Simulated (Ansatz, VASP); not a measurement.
# FeSb: VASP beside Ansatz, part 2 of 2

Aim: how closely do two programs agree when they are given the same cell, functional and k mesh?

VASP 6.6.1 and Ansatz 0.2.0.

So far: Starting point; VASP: single point, PBEsol.

The database entry behind the starting cell differs from later determinations by our own check (0.1 to 0.3 % short, probably kX units), so it need not match the best structure at ambient conditions.

### 3. Ansatz: single point, PBEsol

Level of this step: Ansatz beside VASP: Kohn-Sham DFT, plane waves, PBEsol (Ansatz).

Ansatz runs on its default PAW (the set named soft_2) files.

The same cell, functional, mesh and smearing now go to Ansatz, which takes its cutoff from its data sets.

Input file input.yaml:

```yaml
crystal:
  lattice:
    - [4.06, 0.0, 0.0]
    - [-2.03, 3.5160631394, 0.0]
    - [0.0, 0.0, 5.13]
  atoms:
    - { symbol: Fe, position: [0.0, 0.0, 0.5], spin: 3.0 }
    - { symbol: Fe, position: [0.0, 0.0, 0.0], spin: 3.0 }
    - { symbol: Sb, position: [0.6666666667, 0.3333333333, 0.75] }
    - { symbol: Sb, position: [0.3333333333, 0.6666666667, 0.25] }
hamiltonian:
  xc: pbesol
  pseudopotentials: { kind: paw }
magnetization:
  spin_polarized: true
kpoints:
  mp_grid: { grid: [4, 4, 3] }
scf:
  occupations: { method: gaussian, width: 0.05 }
  n_extra_bands: 10
output:
  forces: true
  stress: true
  eigenvalues: true
```

Started as:

```sh
ansatz run input.yaml --threads 2 --pin off --max-ram 4608MiB --backend cpu --events-out ev --progress --plain --runs-dir out
```

Numbers of over 12 decimals in the logs are rounded to 6 here.

The log of the run:

```text
scf.n_extra_bands = 10 over 31 filled bands (N_el = 62.0): the run solves 41 bands
Engine: ansatz 0.2.0, aarch64-unknown-linux-gnu
Pseudopotentials: kind: paw
Pseudopotential: Fe, paw, valence charge 16, recommended cutoff 420 eV (normal), Fe.paw.azcp
Pseudopotential: Sb, paw, valence charge 15, recommended cutoff 420 eV (normal), Sb.paw.azcp
Functional definition: PBEsol
  exchange = pbesol_x
  correlation = pbesol_c
Crystal: 4 atoms, lattice volume = 73.232 Å³
Basis set: ecut = 420 eV, 1421 PW (Γ), exchange–correlation on 60×60×72 points (8 copies of the dense FFT grid, shifted against one another)
Bands: 41, of which v1, the nominal top of the filled ones, is band 31 counted from 1 (30 counted from 0)
Symmetry: 24 space group operations
Space group: P63/mmc (ITA 194), of the structure as read, at distance tolerance 4.2e-5 Å
Magnetic group: BNS 194.263 (UNI 1493), of the structure as read, at distance tolerance 4.2e-5 Å
k-points: 8 of 48
Non-local potential: Fe, projectors of the file, l = 0: 3, l = 1: 2, l = 2: 3, l = 3: 1
Non-local potential: Sb, projectors of the file, l = 0: 2, l = 1: 2, l = 2: 2, l = 3: 2
PAW form: soft (Blöchl's): semilocal exchange-correlation on the pseudo side does not see the compensation charge
PAW frozen core: Fe, regenerated for the run's functional, and the local potential with it (the file was generated under x = pbe(κ = 0.804, μ = 0.219515), c = pbe(β = 0.066725))
PAW frozen core: Sb, regenerated for the run's functional, and the local potential with it (the file was generated under x = pbe(κ = 0.804, μ = 0.219515), c = pbe(β = 0.066725))
PAW one-centre angular grid: Fe, 590 points (default); XC on 64 Gauss nodes
PAW one-centre angular grid: Sb, 590 points (default); XC on 64 Gauss nodes
Initial density: superposition of atomic densities (chi_scale 0.1, normalization cell)
Starting moments: Σ|m| = 6 μB on 2 of 4 sites
Initial wavefunctions: pseudopotential atomic-orbital guess
Functional: x = pbesol(κ = 0.804, μ = 0.123457), c = pbesol(β = 0.046)
iter 1 solved again at ethr=1.84e-3 eV; its pass at ethr=3.10e-3 eV (dr2=1.14e0 eV) is discarded
SCF iter   1: F=—  HF=-21712.141859 eV  |F-HF|=—  |Δ(HF+E_count)|=         —  Δρ=4.19e-2 (↑4.19e-2 ↓3.23e-2)  dr2=1.15e0  dr2_m=7.02e-1  M=4.412 μB ∫|m|=4.863 μB  β_m=0.30  ethr=1.84e-3  ⟨swp⟩=1.0  Hψ=3443  notcnv=0
Mixer restart at iter 1: flushing history
preconditioner: auto → Resta (q_TF=auto, 2.654 Å⁻¹)  ε∞=3.6  [insulator: Δε(μ)=0.053 eV  Ē_g=18.356 eV  σ=0.050 eV  W_gap=0.53  n_scr=22 (ndim 8)  ℏωp=29.4 eV  f_vac=0.000  D(μ)=2.72/eV (n_scr^D=22)  ε∞_Penn≈3.6]
spin=Collinear: Resta preconditioning applied to the charge; magnetization (m = ρ↑ − ρ↓) channel mixes plain (no charge-response kernel on spin).
SCF iter   2: F=—  HF=-21712.515193 eV  |F-HF|=—  |Δ(HF+E_count)|=   3.73e-1  Δρ=3.22e-2 (↑2.75e-2 ↓3.22e-2)  dr2=8.61e-1  dr2_m=4.90e-1  M=4.206 μB ∫|m|=4.718 μB  β_m=0.65  ethr=1.84e-3  ⟨swp⟩=2.0  Hψ=812  notcnv=0  defer=1
preconditioner: auto → Kerker (q_TF=auto, 2.654 Å⁻¹)  [metal: Δε(μ)=0.020 eV  Ē_g=18.459 eV  σ=0.050 eV  W_gap=0.22  n_scr=22 (ndim 8)  ℏωp=29.4 eV  f_vac=0.000  D(μ)=6.72/eV (n_scr^D=84)]
spin=Collinear: Kerker preconditioning applied to the charge; magnetization (m = ρ↑ − ρ↓) channel mixes plain (no charge-response kernel on spin).
SCF iter   3: F=—  HF=-21713.911338 eV  |F-HF|=—  |Δ(HF+E_count)|=    1.40e0  Δρ=3.57e-2 (↑3.57e-2 ↓2.72e-2)  dr2=2.66e-1  dr2_m=6.10e-1  M=3.265 μB ∫|m|=3.913 μB  β_m=0.63  ethr=1.39e-3  ⟨swp⟩=3.0  Hψ=1174  notcnv=0  defer=12
SCF iter   4: F=—  HF=-21713.712522 eV  |F-HF|=—  |Δ(HF+E_count)|=         —  Δρ=8.21e-3 (↑8.21e-3 ↓3.93e-3)  dr2=2.21e-2  dr2_m=1.72e-2  M=2.997 μB ∫|m|=3.618 μB  β_m=0.82  ethr=4.30e-4  ⟨swp⟩=2.6  Hψ=1100  notcnv=0  defer=58
Mixer restart at iter 4: flushing history
SCF iter   5: F=—  HF=-21713.763630 eV  |F-HF|=—  |Δ(HF+E_count)|=   5.11e-2  Δρ=1.76e-3 (↑1.76e-3 ↓1.18e-3)  dr2=3.30e-3  dr2_m=7.63e-4  M=2.999 μB ∫|m|=3.616 μB  β_m=0.91  ethr=3.56e-5  ⟨swp⟩=2.0  Hψ=1275  notcnv=0  defer=58
SCF iter   6: F=—  HF=-21713.775526 eV  |F-HF|=—  |Δ(HF+E_count)|=   1.19e-2  Δρ=3.28e-3 (↑3.28e-3 ↓2.55e-3)  dr2=2.27e-2  dr2_m=1.12e-4  M=2.999 μB ∫|m|=3.613 μB  β_m=0.95  ethr=5.32e-6  ⟨swp⟩=2.0  Hψ=1247  notcnv=0  defer=58  recentre
SCF iter   7: F=—  HF=-21713.774689 eV  |F-HF|=—  |Δ(HF+E_count)|=   8.36e-4  Δρ=1.22e-3 (↑1.22e-3 ↓1.17e-3)  dr2=5.38e-3  dr2_m=9.28e-6  M=2.999 μB ∫|m|=3.617 μB  β_m=0.98  ethr=5.32e-6  ⟨swp⟩=2.0  Hψ=1217  notcnv=0  defer=58
SCF iter   8: F=—  HF=-21713.774261 eV  |F-HF|=—  |Δ(HF+E_count)|=   4.28e-4  Δρ=4.28e-4 (↑3.87e-4 ↓4.28e-4)  dr2=6.27e-4  dr2_m=1.75e-6  M=2.999 μB ∫|m|=3.617 μB  β_m=0.99  ethr=5.32e-6  ⟨swp⟩=2.0  Hψ=764  notcnv=0  defer=58
SCF iter   9: F=—  HF=-21713.774176 eV  |F-HF|=—  |Δ(HF+E_count)|=   8.57e-5  Δρ=6.63e-5 (↑6.50e-5 ↓6.63e-5)  dr2=1.17e-5  dr2_m=1.11e-7  M=2.999 μB ∫|m|=3.617 μB  β_m=0.90  ethr=1.01e-6  ⟨swp⟩=2.3  Hψ=881  notcnv=0  defer=58
SCF iter  10: F=—  HF=-21713.774175 eV  |F-HF|=—  |Δ(HF+E_count)|=   2.87e-7  Δρ=4.39e-5 (↑4.39e-5 ↓4.25e-5)  dr2=7.55e-6  dr2_m=9.94e-9  M=2.999 μB ∫|m|=3.617 μB  β_m=0.95  ethr=1.88e-8  ⟨swp⟩=2.0  Hψ=1018  notcnv=0  defer=58
SCF iter  11: F=—  HF=-21713.774176 eV  |F-HF|=—  |Δ(HF+E_count)|=   3.56e-7  Δρ=3.37e-5 (↑3.37e-5 ↓2.67e-5)  dr2=2.70e-6  dr2_m=9.88e-9  M=2.999 μB ∫|m|=3.617 μB  β_m=0.98  ethr=1.22e-8  ⟨swp⟩=1.5  Hψ=671  notcnv=0  defer=58
SCF iter  12: F=—  HF=-21713.774175 eV  |F-HF|=—  |Δ(HF+E_count)|=   2.64e-7  Δρ=1.18e-5 (↑8.86e-6 ↓1.18e-5)  dr2=3.54e-7  dr2_m=1.76e-9  M=2.999 μB ∫|m|=3.617 μB  β_m=0.99  ethr=4.35e-9  ⟨swp⟩=2.0  Hψ=812  notcnv=0  defer=58
SCF iter  13: F=—  HF=-21713.774175 eV  |F-HF|=—  |Δ(HF+E_count)|=   3.40e-8  Δρ=7.84e-6 (↑7.01e-6 ↓7.84e-6)  dr2=1.72e-7  dr2_m=1.86e-10  M=2.999 μB ∫|m|=3.617 μB  β_m=0.99  ethr=5.70e-10  ⟨swp⟩=1.1  Hψ=658  notcnv=0  defer=58
SCF iter  14: F=—  HF=-21713.774175 eV  |F-HF|=—  |Δ(HF+E_count)|=   1.30e-8  Δρ=1.58e-6 (↑1.08e-6 ↓1.58e-6)  dr2=6.38e-9  dr2_m=4.48e-11  M=2.999 μB ∫|m|=3.617 μB  β_m=1.00  ethr=2.78e-10  ⟨swp⟩=2.0  Hψ=749  notcnv=0  defer=58
SCF iter  15: F=-21713.774175 eV  HF=-21713.774175 eV  |F-HF|=2.84e-10  |Δ(HF+E_count)|=  5.02e-10  Δρ=3.35e-7 (↑3.14e-7 ↓3.35e-7)  dr2=3.17e-10  dr2_m=2.18e-13  M=2.999 μB ∫|m|=3.617 μB  ethr=1.03e-11  ⟨swp⟩=7.1  Hψ=2464  notcnv=0
SCF 1 converged in 15 iterations: F = -21713.774175 eV  dr2 = 3.17e-10
  greatest PAW one-centre occupation: 1.002 electrons in one spin orbital (limit 2), on the Fe atom at site 1 (counted from 0), in its partial waves of l = 1
SCF converged after 15 iterations
Magnetization: 2.9993 μB (32.4997 up, 29.5003 down)
Absolute magnetization: 3.6184 μB (∫|ρ↑−ρ↓|, with the PAW one-centre terms)
Spin contamination: 0.1216 ħ² per cell (⟨S²⟩ above its minimum at these occupations)
Per-site moments (μB) at R_I (Å): [(1.621346, 1.0580625), (1.621346, 1.0580625), (-0.067019, 1.102181), (-0.067019, 1.102181)]
Free energy (F): -21713.774175 eV
Harris-Foulkes:  -21713.774175 eV  (|F-HF|=2.84e-10)
Internal energy: -21713.764815 eV  (E = F + TS)
E sigma→0 (E₀):  -21713.769495 eV
Entropy (-TS):   -0.009360 eV (-2.340 meV/atom)
Fermi energy:    14.109690 eV
--- Per-component energies (eV) ---
  E_band       = -767.765927
  E_kinetic    = 1121.234975
  E_local      = -7980.927424  (includes V_loc(G=0)·N_el)
  E_nonlocal   = 1174.762860
  E_hartree    = 3504.428847
  E_xc         = -509.171278
  E_vxc        = -496.291707  (∫ρ·V_xc dr)
  E_paw        = -11676.137023  (= ΣΔE_a)
  E_vpaw       = -1595.402596  (= ΣTr[D̂ρ^β])
  E_aug_tail   = 0.001677  (compensation charges beyond the density's cutoff)
  E_ewald      = -7348.979566
  E_core_change = 1.022117  (= ΣΔE_core)
  E_smearing   = -0.009360  (= −TS)
  E_closure    = 0.000000  (closes the sum)
  Σ components = -21713.774175   (vs F -21713.774175, Δ=0.00e0)
--- Forces (eV/Å), atoms counted from 1 ---
  atom   1  Fe     0.00000000     0.00000000     0.00000000
  atom   2  Fe     0.00000000    -0.00000000    -0.00000000
  atom   3  Sb     0.00000000     0.00000000     0.00000000
  atom   4  Sb     0.00000000    -0.00000000     0.00000000
  max |Σ_I F_I| component: 6.94e-18 eV/Å
--- Stress (GPa, compression-positive) ---
       -7.837688      -0.000000      -0.000000
       -0.000000      -7.837688      -0.000000
       -0.000000      -0.000000     -10.749180
  P = ⅓ Tr σ = -8.8082 GPa (-88.082 kbar)
--- Band table (eV; the first three rows and the last of 16) ---
  k-point 0 ↑: bands = [... 27 lower, 12.4678, 13.0975, 13.0975, 14.7296, 14.7296, 14.8724, 16.9229, 16.9229, ... 6 higher]
  k-point 1 ↑: bands = [... 27 lower, 11.9282, 12.5678, 12.5678, 14.2228, 15.7687, 15.8115, 15.8115, 16.7781, ... 6 higher]
  k-point 2 ↑: bands = [... 27 lower, 12.6028, 12.7104, 13.0687, 13.1047, 13.4346, 14.4381, 15.2652, 16.9548, ... 6 higher]
  k-point 7 ↓: bands = [... 27 lower, 13.7914, 13.8353, 14.1091, 14.3809, 14.5906, 14.9184, 15.1912, 17.1063, ... 6 higher]
```

The job ended after 3.1 s (2 threads of Arm Neoverse V1, shared host; peak memory 0.36 GiB).

Reading the cycles: dr2 is the Hartree energy of the density residual (eV), the measure of convergence; HF is the Harris–Foulkes estimate of the energy, which meets the free energy F at convergence.

The run ends at a pressure of -8.81 GPa.

### 4. Differences

Known differences besides the PAW data sets themselves: the data sets hold 62 valence electrons in Ansatz (default PAW (the set named soft_2) files) and 26 in VASP; the cutoff is 420 eV in Ansatz and 350 eV in VASP; Ansatz makes its cores anew for this functional, VASP keeps those of its PBE data sets; VASP leaves aspherical gradient terms in its spheres out (LASPH is not set), Ansatz keeps them; site moments are counted in spheres of each program's own size. Total energies have different zeros and are not compared.

The two programs side by side:

```csv
quantity,Ansatz,VASP,difference
pressure (GPa),-8.81,-8.90,+0.10
total moment (μB),3.00,3.00,0.00
moment on Fe1 (μB),1.62,1.62,0.00
moment on Fe2 (μB),1.62,1.62,0.00
moment on Sb3 (μB),-0.07,-0.08,+0.01
moment on Sb4 (μB),-0.07,-0.08,+0.01
```

Ansatz's pressure holds a Pulay correction of 0.06 GPa; VASP's holds none.

### 5. Summary of results

```
difference in moment on Sb3 (single point, PBEsol) : 0.012 μB
```

In words: The difference in moment on Sb3 is 0.012 μB (single point, PBEsol). Differences of this kind measure data sets and numerical settings, not the functional's error against experiment.

[Lines on the potential files, build, host, timing and source positions are cut from VASP's logs without a mark.]

[Logs are printed without paths, hosts, clocks, repeated set-up lines and the standing remarks that a program may print on its own settings, such as how far it seeks lower states.]

[Hosts, paths, dates, database ids (printed as entryN), source tags and the programs' standing remarks are cut or masked in the printed files.]
